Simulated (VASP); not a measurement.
Consider the following.

```
Ni3Si
1.0
    3.58970     0.00000     0.00000
    0.00000     3.58970     0.00000
    0.00000     0.00000     3.58970
Si Ni
1 3
Direct
  0.00000   0.00000   0.00000
  0.00000   0.50000   0.50000
  0.50000   0.00000   0.50000
  0.50000   0.50000   0.00000
```

These are vdW-DF2, VASP's PBE PAW potentials (set 64) (plane waves; VASP) values and carry that method's errors. Settings: 520 eV cut-off, 10×10×10 Γ-centred mesh, tetrahedra with Blöchl corrections, potentials Si Ni.

The cores are frozen, which limits the accuracy of field gradients.

Problem. Give the principal components of the electric field gradient (V/Å²) and the asymmetry η at each nucleus.

Solution. 
```json
[
 {"atom": "Si1", "Vxx": "0.0", "Vyy": "0.0", "Vzz": "0.0", "η": "-"},
 {"atom": "Ni2", "Vxx": "19.4", "Vyy": "19.4", "Vzz": "-38.7", "η": "0.00"},
 {"atom": "Ni3", "Vxx": "19.4", "Vyy": "19.4", "Vzz": "-38.7", "η": "0.00"},
 {"atom": "Ni4", "Vxx": "19.4", "Vyy": "19.4", "Vzz": "-38.7", "η": "0.00"}
]
```

The compound is Ni3Si in the L1_2 structure. It was relaxed first, which changed the volume by +7 %. The run is not spin-polarised, so no magnetic state was tried.
